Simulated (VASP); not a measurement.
Wanted: the native input for a VASP 6.6.1 run.

| Item | Value |
| --- | --- |
| Task | relaxation of cell and atoms |
| Functional | PBE |
| Potentials or basis | VASP PAW PBE potentials, release 64 (Ga_d, Bi_d, Se) |
| Cutoff | 520 eV |
| k mesh | 3 × 3 × 3 |
| Occupations | gaussian, width 0.15 eV |
| Spin | no spin polarisation |
| Further INCAR settings | PREC = Normal; ALGO = Fast; EDIFF = 0.0001; IBRION = 2; EDIFFG = -0.08; NSW = 24; ISIF = 3 |

The structure of GaBiSe3 lies in POSCAR:

```
GaBiSe3
1.0
    5.8443424800      0.0000000000      0.0000000000
   -2.9221712400      5.0613490600      0.0000000000
    0.0000000000      0.0000000000      5.5695152000
Ga Bi Se
1 1 3
Direct
    0.0000000000      0.0000000000      0.5000000000
    0.6666666700      0.3333333300      0.5000000000
    0.0000000000      0.0000000000      0.0000000000
    0.3333333300      0.6666666700      0.5000000000
    0.3333333300      0.6666666700      0.0000000000
```

The cell was built by a generator and needn't be a form met in nature.

The input as run:

INCAR

```
PREC = Normal ; ENCUT = 520
EDIFF = 1E-4 ; ISMEAR = 0
SIGMA = 0.15 ; LREAL = False
LASPH = True ; NELM = 60
ALGO = Fast ; ISIF = 3
LWAVE = False ; LCHARG = False
GGA = PE ; IBRION = 2
NSW = 24 ; EDIFFG = -0.08
```

KPOINTS

```
regular mesh
0
Gamma
  3 3 3
```

Potentials or basis: VASP PAW PBE potentials, release 64 (Ga_d, Bi_d, Se).

Command:

```console
$ cat potpaw_PBE.64/Ga_d/POTCAR potpaw_PBE.64/Bi_d/POTCAR potpaw_PBE.64/Se/POTCAR > POTCAR
$ mpirun -np 1 vasp_std > vasp.out
```

Results of the run:

```json
{"Relaxed volume": "26.07 Å³/atom", "Relaxed cell": "a = 5.447 Å, b = 5.447 Å, c = 5.073 Å, α = 90.00°, β = 90.00°, γ = 120.00°", "Space group after relaxing (to 0.05 Å)": "P-6m2 (No. 187)", "Energy gained by relaxing": "179.6 meV/atom", "Ionic steps": "6", "Pressure after relaxing": "0.0 GPa", "Band gap on the k mesh": "none (metal or under the smearing width)"}
```

Caveat: the k mesh is coarse (spacing up to 0.41 Å⁻¹), so the values aren't converged; the volume moved by over 15 % at a fixed basis, so the end points are rough; spin-orbit coupling is left out, which moves the levels of the heavy elements.

It took 43 s on 1 thread of Intel(R) Xeon(R) 6975P-C (Granite Rapids), with other jobs on the host, peak memory 0.22 GiB.
